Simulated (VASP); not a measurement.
Crystal: Al3Au.

```
Au Al
1.0
    -2.02533    2.02533    4.05660
     2.02533   -2.02533    4.05660
     2.02533    2.02533   -4.05660
Au Al
1 3
Cartesian
  0.0000 0.0000 0.0000
  0.0000 0.0000 4.0566
  2.0253 0.0000 2.0283
  0.0000 2.0253 2.0283
```

The cell comes from a database or a generator and needn't be the stable form of this composition.

Base run:

```yaml
Program: VASP 6.6.1
Functional: PBE
Potentials_or_basis: VASP PAW PBE potentials, release 64 (Au, Al)
Cutoff: 520 eV
k_mesh: 9 × 9 × 9
Occupations: fermi-dirac, width 0.05 eV
Spin: no spin polarisation
```

Its results: band gap on the k mesh none (metal or under the smearing width); pressure 0.3 GPa.

Problem. The run is repeated on the same cell with these changes: functional from PBE to r2SCAN; further incar settings from ALGO = Normal; EDIFF = 1e-07; NBANDS = 18 to ALGO = Normal; EDIFF = 1e-06; NBANDS = 18. What comes out?

Solution. Band gap on the k mesh none (metal or under the smearing width); pressure -3.2 GPa.

Caveats: the PAW data sets were made with another functional, which shifts forces and pressure a little (some runs).

Not every run made on this cell is shown here.
